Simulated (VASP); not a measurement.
```xyz
3
Lattice="0.0000 2.6128 2.6128 2.6128 0.0000 2.6128 2.6128 2.6128 0.0000" Properties=species:S:1:pos:R:3 pbc="T T T"
Cd     0.0000     0.0000     0.0000
F      1.3064     1.3064     1.3064
F      3.9191     3.9191     3.9191
```

Level of theory: PBE GGA, VASP's PBE PAW potentials (set 64) (plane waves; VASP 6.6.1). Run with 620 eV cut-off, 7×7×7 Γ-centred mesh, Gaussian smearing of 0.050 eV, potentials Cd F.

Q: What does the run give for the energy per atom (σ→0), pressure?

A: 
- energy per atom (σ→0): -3.529 eV/atom
- pressure: 199.6 kbar

The absolute energy has meaning only against runs of the same code, potentials and settings.

The compound is CdF2 in the fluorite structure. It was relaxed first under an external pressure of 20 GPa.
